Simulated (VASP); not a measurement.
Energy against volume of Ag (fcc). These are RPBE GGA, VASP's PBE PAW potentials (set 64) (plane waves; VASP) values and carry that method's errors. Run with 520 eV cut-off, 15×15×15 Γ-centred mesh, first-order Methfessel-Paxton smearing of 0.10 eV, potentials Ag.

```tsv
V (Å³/atom)	E (eV/atom)
18.123	-2.19095
18.684	-2.19509
19.244	-2.19201
19.805	-2.18281
```

Fit these four points and predict the energy of the run at 17.563 Å³/atom.

A cubic in V^(−2/3), the third-order Birch-Murnaghan form, passes through the four points with V0 = 18.71 Å³/atom and B0 = 68 GPa, and gives -2.1783 eV/atom there. The run gave -2.1777 eV/atom, +0.6 meV/atom from the fit; all five points give B0 = 70 GPa.

The compound is Ag in the fcc structure. It was relaxed first, which changed the volume by +9 %.
